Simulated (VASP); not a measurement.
Input of a VASP 6.6.1 run:

INCAR

```
  PREC = Accurate
  ENCUT = 600
  EDIFF = 1E-7
  ISMEAR = 0
  SIGMA = 0.1
  LREAL = F
  LASPH = T
  NELM = 100
  ALGO = Fast
  ISIF = 3
  LWAVE = F
  LCHARG = F
  GGA = PE
  IBRION = 2
  NSW = 80
  EDIFFG = -0.004
```

Contents of KPOINTS:

```
regular mesh
0
Gamma
  13 13 13
```

The input POSCAR:

```
NbP
1.0
   -1.6749232500      1.6749232500      5.7401081800
    1.6749232500     -1.6749232500      5.7401081800
    1.6749232500      1.6749232500     -5.7401081800
Nb P
2 2
Direct
    0.7498808000      0.7498808000      0.0000000000
    0.4998808000      0.9998808000      0.5000000000
    0.3327477700      0.3327477700      0.0000000000
    0.0827477800      0.5827477800      0.5000000000
```

Potentials or basis: VASP PAW PBE potentials, release 64 (Nb_sv, P).

Run with:

```bash
$ cat potpaw_PBE.64/Nb_sv/POTCAR potpaw_PBE.64/P/POTCAR > POTCAR
$ mpirun -np 1 vasp_std > vasp.out
```

(1) Estimate the relaxed cell.

(2) Estimate the space group after relaxing (to 0.05 Å).

(3) What does it give for the relaxed volume?

(4) Predict the band gap on the k mesh.

## Answers

(1) a = 6.182 Å, b = 6.182 Å, c = 6.182 Å, α = 148.61°, β = 148.61°, γ = 44.99°.

(2) I4_1md (No. 109).

(3) 15.98 Å³/atom.

(4) none (metal or under the smearing width).
